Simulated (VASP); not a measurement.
# Ta2N: interstitial N from one void to a neighbouring one, part 4 of 4

Wanted: the minimum-energy path in Ta2N for this move: interstitial N from one void to a neighbouring one. The start is a computed cell from the Materials Project.

VASP 6.6.1; LDA; plane waves and PAW (Ta, N).

So far. Step 3 (Relax the start): The run ended after 10 ionic steps, 0.542 eV below its first step, once the forces on the free atoms met EDIFFG = -0.05. Step 4 (Relax the end): The run ended after 8 ionic steps, 0.531 eV below its first step, once the forces on the free atoms met EDIFFG = -0.05.

### Step 5. Nudged elastic band

Images on a straight line between the ends relax across the path, while springs keep them spaced along it.

The input, INCAR:

```
SYSTEM = Ta16N9
PREC = Normal
ENCUT = 400
EDIFF = 1E-05
NELM = 120
ISMEAR = 1
SIGMA = 0.15
LREAL = Auto
ALGO = Fast
GGA = CA
NBANDS = 81
LASPH = .TRUE.
LWAVE = .FALSE.
LCHARG = .FALSE.
IMAGES = 3
SPRING = -5
IBRION = 1
POTIM = 0.3
NSW = 60
EDIFFG = -0.05
ISYM = 0
ISIF = 0
```

The input, POSCAR:

```
Ta16N9
1.0
    6.1465399382      0.0000000000      0.0000000000
   -3.0732699690      5.3230597318      0.0000000000
    0.0000000000      0.0000000000      9.5248341132
Ta N
16 9
Direct
    0.1663747814      0.3325841416      0.1262731358
    0.1668851258      0.3349021424      0.6276793724
    0.1663257120      0.8341752677      0.1260460563
    0.1667970691      0.8324010436      0.6277273727
    0.6669162799      0.3337420894      0.1235589148
    0.6661841012      0.3333114523      0.6320403088
    0.6675466945      0.8341901817      0.1259376266
    0.6641516951      0.8323061566      0.6278655036
    0.3314790400      0.1657791751      0.3737948417
    0.3352416086      0.1676216867      0.8717300889
    0.3325209989      0.6662707156      0.3761336312
    0.3332352339      0.6665951410      0.8677317713
    0.8328998989      0.1657038395      0.3736659886
    0.8325480378      0.1675975891      0.8720634326
    0.8330242906      0.6673079809      0.3734443564
    0.8325192278      0.6651418752      0.8721974660
    0.0005235997      0.0004994418      0.9877359095
    0.9989801926      0.9996285424      0.5119583476
    0.0080338196      0.5039581813      0.9989448892
    0.9913813137      0.4958786962      0.5007794407
    0.4959797846      0.9922381613      0.9988275815
    0.5032661512      0.0076936263      0.5009734359
    0.4958020758      0.5040086997      0.9989055430
    0.5034605715      0.4959604685      0.5008131934
    0.9995144584      0.9998874667      0.2498420595
```

The input, KPOINTS:

```
Automatic mesh
0
Gamma
3 3 2
0 0 0
```

The input, 00/POSCAR:

```
Ta16N9
1.0
    6.1465399382      0.0000000000      0.0000000000
   -3.0732699690      5.3230597318      0.0000000000
    0.0000000000      0.0000000000      9.5248341132
Ta N
16 9
Direct
    0.1663747814      0.3325841416      0.1262731358
    0.1668851258      0.3349021424      0.6276793724
    0.1663257120      0.8341752677      0.1260460563
    0.1667970691      0.8324010436      0.6277273727
    0.6669162799      0.3337420894      0.1235589148
    0.6661841012      0.3333114523      0.6320403088
    0.6675466945      0.8341901817      0.1259376266
    0.6641516951      0.8323061566      0.6278655036
    0.3314790400      0.1657791751      0.3737948417
    0.3352416086      0.1676216867      0.8717300889
    0.3325209989      0.6662707156      0.3761336312
    0.3332352339      0.6665951410      0.8677317713
    0.8328998989      0.1657038395      0.3736659886
    0.8325480378      0.1675975891      0.8720634326
    0.8330242906      0.6673079809      0.3734443564
    0.8325192278      0.6651418752      0.8721974660
    0.0005235997      0.0004994418      0.9877359095
    0.9989801926      0.9996285424      0.5119583476
    0.0080338196      0.5039581813      0.9989448892
    0.9913813137      0.4958786962      0.5007794407
    0.4959797846      0.9922381613      0.9988275815
    0.5032661512      0.0076936263      0.5009734359
    0.4958020758      0.5040086997      0.9989055430
    0.5034605715      0.4959604685      0.5008131934
    0.9995144584      0.9998874667      0.2498420595
```

The input, 01/POSCAR:

```
Ta16N9
1.0
    6.1465399382      0.0000000000      0.0000000000
   -3.0732699690      5.3230597318      0.0000000000
    0.0000000000      0.0000000000      9.5248341132
Ta N
16 9
Direct
    0.1665928296      0.3330163000      0.1258990388
    0.1671197160      0.3341832638      0.6275715888
    0.1662939989      0.8335697200      0.1258239863
    0.1671311435      0.8330809347      0.6275211968
    0.6673296968      0.3337500557      0.1239923994
    0.6659419620      0.3329804588      0.6306814847
    0.6675604143      0.8340359688      0.1251914149
    0.6648270557      0.8324335330      0.6286336332
    0.3320867163      0.1658040350      0.3740040087
    0.3350696007      0.1673467469      0.8705564124
    0.3325605874      0.6659666726      0.3752759344
    0.3340393474      0.6667892679      0.8686377082
    0.8333168298      0.1660888668      0.3734061122
    0.8327311410      0.1667721792      0.8718113058
    0.8334746950      0.6668788409      0.3733626508
    0.8328343016      0.6657205922      0.8718111645
    0.0025890111      0.0013035143      0.9903175700
    0.9974286138      0.9987270935      0.5089333748
    0.0061344027      0.5028877526      0.9958470556
    0.9937961134      0.4968398467      0.5034064521
    0.4961291938      0.9951327796      0.9986979804
    0.5034941488      0.0046051868      0.5006312182
    0.4963559478      0.5010760502      0.9987001376
    0.5036168152      0.4986863205      0.5005542563
    0.9997800938      1.1247715331      0.2496202720
```

The input, 02/POSCAR:

```
Ta16N9
1.0
    6.1465399382      0.0000000000      0.0000000000
   -3.0732699690      5.3230597318      0.0000000000
    0.0000000000      0.0000000000      9.5248341132
Ta N
16 9
Direct
    0.1668108778      0.3334484584      0.1255249418
    0.1673543063      0.3334643852      0.6274638051
    0.1662622858      0.8329641722      0.1256019164
    0.1674652179      0.8337608258      0.6273150208
    0.6677431138      0.3337580220      0.1244258839
    0.6656998228      0.3326494652      0.6293226606
    0.6675741341      0.8338817558      0.1244452032
    0.6655024163      0.8325609094      0.6294017627
    0.3326943926      0.1658288950      0.3742131757
    0.3348975928      0.1670718070      0.8693827359
    0.3326001760      0.6656626296      0.3744182375
    0.3348434609      0.6669833949      0.8695436452
    0.8337337607      0.1664738942      0.3731462358
    0.8329142442      0.1659467694      0.8715591791
    0.8339250994      0.6664497008      0.3732809453
    0.8331493754      0.6662993092      0.8714248630
    0.0046544224      0.0021075868      0.9928992306
    0.9958770350      0.9978256446      0.5059084020
    0.0042349857      0.5018173238      0.9927492220
    0.9962109132      0.4978009972      0.5060334635
    0.4962786030      0.9980273978      0.9985683793
    0.5037221463      0.0015167474      0.5002890006
    0.4969098197      0.4981434007      0.9984947322
    0.5037730590      0.5014121725      0.5002953192
    1.0000457291      1.2496555994      0.2493984846
```

The input, 03/POSCAR:

```
Ta16N9
1.0
    6.1465399382      0.0000000000      0.0000000000
   -3.0732699690      5.3230597318      0.0000000000
    0.0000000000      0.0000000000      9.5248341132
Ta N
16 9
Direct
    0.1670289260      0.3338806168      0.1251508447
    0.1675888966      0.3327455065      0.6273560214
    0.1662305728      0.8323586244      0.1253798464
    0.1677992923      0.8344407169      0.6271088448
    0.6681565308      0.3337659884      0.1248593684
    0.6654576836      0.3323184716      0.6279638366
    0.6675878539      0.8337275428      0.1236989915
    0.6661777768      0.8326882858      0.6301698923
    0.3333020689      0.1658537549      0.3744223427
    0.3347255849      0.1667968672      0.8682090594
    0.3326397646      0.6653585865      0.3735605406
    0.3356475744      0.6671775218      0.8704495822
    0.8341506916      0.1668589215      0.3728863594
    0.8330973474      0.1651213596      0.8713070524
    0.8343755038      0.6660205608      0.3731992398
    0.8334644491      0.6668780262      0.8710385614
    0.0067198338      0.0029116593      0.9954808912
    0.9943254561      0.9969241957      0.5028834292
    0.0023355688      0.5007468951      0.9896513883
    0.9986257130      0.4987621476      0.5086604749
    0.4964280122      1.0009220160      0.9984387782
    0.5039501439     -0.0015716921      0.4999467829
    0.4974636916      0.4952107512      0.9982893267
    0.5039293027      0.5041380245      0.5000363821
    1.0003113644      1.3745396658      0.2491766971
```

The input, 04/POSCAR:

```
Ta16N9
1.0
    6.1465399382      0.0000000000      0.0000000000
   -3.0732699690      5.3230597318      0.0000000000
    0.0000000000      0.0000000000      9.5248341132
Ta N
16 9
Direct
    0.1672469742      0.3343127752      0.1247767477
    0.1678234868      0.3320266279      0.6272482378
    0.1661988597      0.8317530767      0.1251577764
    0.1681333667      0.8351206080      0.6269026689
    0.6685699477      0.3337739547      0.1252928530
    0.6652155444      0.3319874781      0.6266050125
    0.6676015737      0.8335733299      0.1229527798
    0.6668531374      0.8328156622      0.6309380218
    0.3339097452      0.1658786148      0.3746315097
    0.3345535770      0.1665219274      0.8670353829
    0.3326793531      0.6650545435      0.3727028438
    0.3364516879      0.6673716488      0.8713555191
    0.8345676225      0.1672439488      0.3726264830
    0.8332804506      0.1642959497      0.8710549256
    0.8348259082      0.6655914208      0.3731175342
    0.8337795229      0.6674567432      0.8706522599
    0.0087852452      0.0037157318      0.9980625517
    0.9927738773      0.9960227468      0.4998584564
    0.0004361518      0.4996764664      0.9865535547
    1.0010405127      0.4997232981      0.5112874863
    0.4965774214      1.0038166343      0.9983091771
    0.5041781415     -0.0046601315      0.4996045652
    0.4980175636      0.4922781017      0.9980839213
    0.5040855464      0.5068638765      0.4997774450
    1.0005769998      1.4994237322      0.2489549096
```

Potentials, in the order of the species: Ta and N (LDA family, release 64).

Run with:

```bash
mpirun -np 3 vasp_std
```

Log:

```text
[banner, memory and clock lines left out]
running    3 mpi-ranks, on    1 nodes
 each image running on    1 cores
[...]
01/POSCAR found :  2 types and      25 ions
 LDA part: xc-table for (Slater(with rela. corr.)+CA(PZ))
 , standard interpolation
[...]
00/POSCAR found :  2 types and      25 ions
[...]
04/POSCAR found :  2 types and      25 ions
 POSCAR, INCAR and KPOINTS ok, starting setup
[...]
entering main loop
       N       E                     dE             d eps       ncg     rms          rms(c)
DAV:   1     0.378228716955E+03    0.37823E+03   -0.49218E+04  1620   0.112E+03
DAV:   2    -0.283114339416E+03   -0.66134E+03   -0.63854E+03  2102   0.240E+02
DAV:   3    -0.336676726694E+03   -0.53562E+02   -0.51833E+02  2144   0.657E+01
DAV:   4    -0.338251482993E+03   -0.15748E+01   -0.15393E+01  2088   0.108E+01
[...]
RMM:  13    -0.307329812540E+03   -0.66550E-04   -0.16386E-03  1903   0.877E-02    0.492E-02
RMM:  14    -0.307329825423E+03   -0.12883E-04   -0.37493E-04  1806   0.369E-02    0.150E-02
RMM:  15    -0.307329827476E+03   -0.20537E-05   -0.78650E-05  1442   0.193E-02
   1 F= -.30732983E+03 E0= -.30733046E+03  d E =-.307330E+03
[... from here on, the cycles between the ionic steps are left out ...]
   2 F= -.30873255E+03 E0= -.30873018E+03  d E =-.140272E+01
   6 F= -.31006968E+03 E0= -.31006809E+03  d E =-.168563E+00
  11 F= -.31046838E+03 E0= -.31046796E+03  d E =-.580424E-01
  16 F= -.31071431E+03 E0= -.31071621E+03  d E =-.258119E-01
  21 F= -.31080075E+03 E0= -.31080230E+03  d E =-.165972E-01
  26 F= -.31083759E+03 E0= -.31083919E+03  d E =-.122338E-01
  31 F= -.31083857E+03 E0= -.31084009E+03  d E =0.358973E-01
  36 F= -.31081600E+03 E0= -.31081743E+03  d E =0.185686E-01
  41 F= -.31069964E+03 E0= -.31070092E+03  d E =0.191138E-01
  46 F= -.31069496E+03 E0= -.31069621E+03  d E =-.402676E-02
  51 F= -.31069473E+03 E0= -.31069613E+03  d E =0.693330E-02
  56 F= -.31063289E+03 E0= -.31063426E+03  d E =0.920341E-02
  59 F= -.31062225E+03 E0= -.31062361E+03  d E =-.471148E-03
  60 F= -.31062314E+03 E0= -.31062450E+03  d E =-.881558E-03
 BRION: g(F)=  0.644E-02 g(S)=  0.000E+00 retain N=  2 mean eig= 2.70
 eig:   0.076  5.315
```

Elapsed: 89 min, on 3 MPI ranks of AMD EPYC 7571, shared host; peak memory 0.67 GiB.

Parts of OUTCAR (step 5):

```text
  tangential force (eV/A)        -3.620206
  left and right image   1.618136  1.484306 A

  tangential force (eV/A)        -3.621099
  left and right image   1.617634  1.484053 A

 k-point     1 :       0.0000    0.0000    0.0000
  band No.  band energies     occupation
    ...
     59       7.7233      2.00000
     60       7.8946      2.00019
     61       8.0673      2.02569
     62       8.2916      1.55070
     63       8.3065      1.40608
     64       8.4126      0.30600
     65       8.5461     -0.06689
     66       8.6484     -0.01443
     67       8.7415     -0.00114
     68       8.9780     -0.00000
    ...

 POSITION                                       TOTAL-FORCE (eV/Angst)
 -----------------------------------------------------------------------------------
      0.07825      2.14812      1.08694        -0.562105     -0.178950      0.531873
     -0.22878      1.87061      5.91486         0.182343      0.244791      0.031185
     -1.48785      4.76882      1.17502        -0.347481     -0.071515      0.089873
     -1.74550      4.52592      5.99554         0.200517      0.220808     -0.049052
      3.14823      2.08606      1.22005        -0.463909     -0.036092     -0.199532
      2.83719      1.88789      5.97714         0.219886      0.266670      0.103522
      1.58815      4.77725      1.17159        -0.371599     -0.147142     -0.159532
      1.29135      4.55033      5.98006         0.211015      0.245073      0.033672
      1.23864      1.02497      3.55596         0.365518      0.246441      0.189197
      1.57459      1.16689      8.26673        -0.318018     -0.054899     -0.021395
     -0.29301      3.64710      3.50091         0.273033      0.399456      0.210010
      0.03526      3.82046      8.26893        -0.328781     -0.052098     -0.088754
      4.26701      1.01203      3.63302         0.460880      0.397629     -0.504323
      4.65510      1.14399      8.33456        -0.299193     -0.043334     -0.035323
[...]
-----------------------------------------------------------------------------------
    total drift:                               -0.087065     -0.027684      0.009176

  FREE ENERGIE OF THE ION-ELECTRON SYSTEM (eV)
  ---------------------------------------------------
  free  energy   TOTEN  =      -310.6231353398 eV

  energy  without entropy=     -310.6272189259  energy(sigma->0) =     -310.62449654

  tangential force (eV/A)        -3.625310
  left and right image   1.620129  1.486274 A

[... 5 parts as in an earlier step ...]

[... 10 further parts left out ...]
[key lines of the parts left out:]
E-fermi :   8.3437
```

The band used up its steps before its forces met the threshold, so no barrier is taken from it.

### Step 6. Summary of results

```yaml
result: none
```

**Reading.** The session ends without its result: «nudged elastic band» used up its steps.

[Lines on the potential files, build, host, timing and source positions are cut from VASP's logs without a mark.]

[Logs are printed without paths, hosts, clocks, repeated set-up lines and the standing remarks that a program may print on its own settings, such as how far it seeks lower states.]

[Hosts, paths, dates, database ids (printed as entryN), source tags and the programs' standing remarks are cut or masked in the printed files.]

[Runs that stopped without an error message from VASP are left out.]
